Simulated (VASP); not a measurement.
An input for Quantum ESPRESSO's pw.x (written as the equivalent of a VASP run, and not itself run):

```
&CONTROL
  calculation = 'vc-relax'
  pseudo_dir = './pseudo'
  outdir = './out'
  tprnfor = .true.
  tstress = .true.
  nstep = 60
  forc_conv_thr = 0.00039
/
&SYSTEM
  ibrav = 0
  nat = 1
  ntyp = 1
  ecutwfc = 62.5
  occupations = 'smearing'
  smearing = 'methfessel-paxton'
  degauss = 0.00735
  input_dft = 'vdw-df-ob86'
/
&ELECTRONS
  conv_thr = 7.3e-08
  electron_maxstep = 100
/
&IONS
/
&CELL
/
ATOMIC_SPECIES
  Pb 207.200 Pb.upf
CELL_PARAMETERS angstrom
     0.0000000    2.4750000    2.4750000
     2.4750000    0.0000000    2.4750000
     2.4750000    2.4750000    0.0000000
ATOMIC_POSITIONS crystal
  Pb   0.0000000  0.0000000  0.0000000
K_POINTS automatic
  11 11 11 0 0 0
```

### Question
Write the VASP files for the same calculation (optB86b-vdW).

### Answer
This is not unique; one that fits is 
### POSCAR
```
Pb
1.0
  0.0000000000   2.4750000000   2.4750000000
  2.4750000000   0.0000000000   2.4750000000
  2.4750000000   2.4750000000   0.0000000000
Pb
1
Cart
  0.0000000000   0.0000000000   0.0000000000
```

KPOINTS:
```
kpoints
0
Gamma
  11 11 11
```

### INCAR
```
LASPH = T   # aspherical one-centre terms
ALGO = Normal   # blocked Davidson
GGA = MK
LUSE_VDW = T
SYSTEM = Pb
ISIF = 3   # ions, shape and volume
SIGMA = 0.1   # width (eV)
EDIFF = 1E-6   # SCF stop (eV)
LCHARG = F
LWAVE = F
ISMEAR = 1
PARAM2 = 1.0
PREC = Accurate
NSW = 60
AGGAC = 0.0
EDIFFG = -0.01   # ionic stop
LMAXMIX = 4   # l cut-off of mixed one-centre charges
IBRION = 2   # conjugate gradients
ENCUT = 520   # plane-wave cut-off (eV)
LREAL = F   # projection in real space or not
PARAM1 = 0.1234
NELM = 100   # most electronic steps
```

POTCAR, in this order: Pb_d (PBE.64 set). Program: vasp_std.

The two are equivalent in intent, not identical: the potentials are each code's own (VASP's PAW set, PseudoDojo norm-conserving files in pw.x), so ENCUT and ecutwfc are chosen apart and not converted; conv_thr bounds pw.x's estimated SCF error, while EDIFF bounds the energy change between steps; forc_conv_thr acts on force components and is met together with etot_conv_thr.

The compound is Pb in the fcc structure. This run relaxes it. Symmetry was kept, so distortions that lower it aren't found.
